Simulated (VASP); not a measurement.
SrZr2O3, 6 atoms in the cell. Symmetry: I4/mmm, No. 139, tetragonal system. Conventional cell: a = 3.365 Å, b = 3.365 Å, c = 14.718 Å, α = 90.00°, β = 90.00°, γ = 90.00°. Around Sr (site symmetry 4/mmm) lie 6 O at 2.38 to 2.44 Å. Zr (site symmetry 4mm) has 5 O at 2.27 to 2.39 Å as nearest neighbours. O (site symmetry 4mm) has 5 Zr at 2.27 to 2.39 Å and 1 Sr at 2.44 Å as nearest neighbours. O (site symmetry 4/mmm) has 4 Sr at 2.38 Å and 2 Zr at 2.65 Å as nearest neighbours. The cell was built by a generator and needn't be a form met in nature.

```yaml
Program: VASP 6.6.1
Task: relaxation of cell and atoms
Functional: PBE
Potentials_or_basis: VASP PAW PBE potentials, release 64 (Sr_sv, Zr_sv, O)
Cutoff: 520 eV
k_mesh: 12 × 12 × 12
Occupations: gaussian, width 0.1 eV
Spin: no spin polarisation
Further_INCAR_settings: ALGO = Normal; EDIFF = 1e-07; IBRION = 2; POTIM = 0.3; EDIFFG = -0.005; NSW = 60; ISIF = 3
```

Potentials or basis: VASP PAW PBE potentials, release 64 (Sr_sv, Zr_sv, O).

Run with:

```sh
$ cat potpaw_PBE.64/Sr_sv/POTCAR potpaw_PBE.64/Zr_sv/POTCAR potpaw_PBE.64/O/POTCAR > POTCAR
$ mpirun -np 8 vasp_std > vasp.out
```

Hardware: 8 MPI ranks on Intel(R) Xeon(R) 6975P-C (Granite Rapids), on a shared host.

Task: How long does it take, and how much memory?

Result: It took 2.8 min on 8 MPI ranks on Intel(R) Xeon(R) 6975P-C (Granite Rapids), with other jobs on the host, peak memory 0.78 GiB a rank. Counts: scf iterations 18, k points 163, ion steps 1.
